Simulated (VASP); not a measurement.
All values below come from PBE GGA, VASP's PBE PAW potentials (set 64) (plane waves; VASP).

VASP input:

POSCAR:
```
Nb3Sn
1
    5.3043270000     0.0000000000     0.0000000000
    0.0000000000     5.3043270000     0.0000000000
    0.0000000000     0.0000000000     5.3043270000
Nb Sn
6 2
Direct
  0.2500000000   0.0000000000   0.5000000000
  0.7500000000   0.0000000000   0.5000000000
  0.5000000000   0.7500000000   0.0000000000
  0.5000000000   0.2500000000   0.0000000000
  0.0000000000   0.5000000000   0.7500000000
  0.0000000000   0.5000000000   0.2500000000
  0.0000000000   0.0000000000   0.0000000000
  0.5000000000   0.5000000000   0.5000000000
```

### INCAR
```
# general
SYSTEM  = Nb3Sn
PREC    = Accurate
ENCUT   = 300
LREAL   = .FALSE.
LASPH   = .TRUE.

# electronic loop
EDIFF   = 1E-6
NELM    = 100
ALGO    = Normal
LMAXMIX = 4

# smearing
ISMEAR  = -1
SIGMA   = 0.1

# functional
GGA     = PE

# ions
ISIF    = 2

# output
LWAVE   = .FALSE.
LCHARG  = .FALSE.
```

**KPOINTS**
```
Regular mesh
0
Gamma
 5 5 5
0 0 0
```

POTCAR, in this order: Nb_sv Sn_d (PBE.64 set). Program: vasp_std.

Unless said otherwise, spin-orbit coupling is left out, though it shifts the bands of the heavy elements here.

Problem. What does the run give for the energy per atom (σ→0), band gap (on the k-mesh)?

Solution. 
```
Property                                                    Result
------------------------  ----------------------------------------
energy per atom (σ→0)                               -8.789 eV/atom
band gap (on the k-mesh)  none (metal, semimetal or under 0.01 eV)
```

File OSZICAR:
```
...
DAV:   8    -0.704804691645E+02    0.10800E-01   -0.17456E-01  1880   0.199E+00    0.903E-01
DAV:   9    -0.704800622417E+02    0.40692E-03   -0.25794E-02  1776   0.809E-01    0.342E-01
DAV:  10    -0.704801942982E+02   -0.13206E-03   -0.49195E-03  2040   0.363E-01    0.379E-02
DAV:  11    -0.704801613479E+02    0.32950E-04   -0.34944E-04  1848   0.982E-02    0.292E-02
DAV:  12    -0.704801470264E+02    0.14322E-04   -0.30796E-05  2008   0.254E-02    0.597E-03
DAV:  13    -0.704801456501E+02    0.13763E-05   -0.13395E-06  1080   0.600E-03    0.302E-03
DAV:  14    -0.704801448378E+02    0.81225E-06   -0.33330E-07  1008   0.425E-03
   1 F= -.70480145E+02 E0= -.70309935E+02  d E =-.340420E+00
```

The structure comes from a computed database's Nb3Sn entry; how it stands against other phases isn't given here. The cell was not relaxed at this level.
